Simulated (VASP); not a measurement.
Here is the system:

```
CELL_PARAMETERS angstrom
      1.62354    -2.81205     0.00000
      1.62354     2.81205     0.00000
      0.00000     0.00000    13.25562
ATOMIC_POSITIONS crystal
  Mo 0.33333 0.66667 0.25000
  Mo 0.66667 0.33333 0.75000
  S  0.33333 0.66667 0.86939
  S  0.66667 0.33333 0.36939
  S  0.66667 0.33333 0.13061
  S  0.33333 0.66667 0.63061
```

Calculation: r2SCAN meta-GGA, VASP's PBE PAW potentials (set 64) (plane waves; VASP 6.6.1). Settings: 520 eV cut-off, 8×8×2 Γ-centred mesh, Gaussian smearing of 0.050 eV, potentials Mo_sv S.

Q: The ions and cell shape at fixed volume are relaxed. Predict the relaxed structure.

A: 
```
CELL_PARAMETERS angstrom
      1.59543    -2.76336     0.00000
      1.59543     2.76336     0.00000
      0.00000     0.00000    13.72684
ATOMIC_POSITIONS crystal
  Mo 0.33333 0.66667 0.25000
  Mo 0.66667 0.33333 0.75000
  S  0.33333 0.66667 0.86305
  S  0.66667 0.33333 0.36305
  S  0.66667 0.33333 0.13695
  S  0.33333 0.66667 0.63695
```
Space group P6_3/mmc (194), at a tolerance of 0.03 Å.

Q: How much energy does the relaxation gain?

A: The energy (σ→0) changes by -24.3 meV/atom, in 8 ionic steps.

The compound is MoS2 in the 2H layered structure. This cell is one point of a volume scan, at 1.06 of the reference volume. Symmetry was kept, so distortions that lower it aren't found.
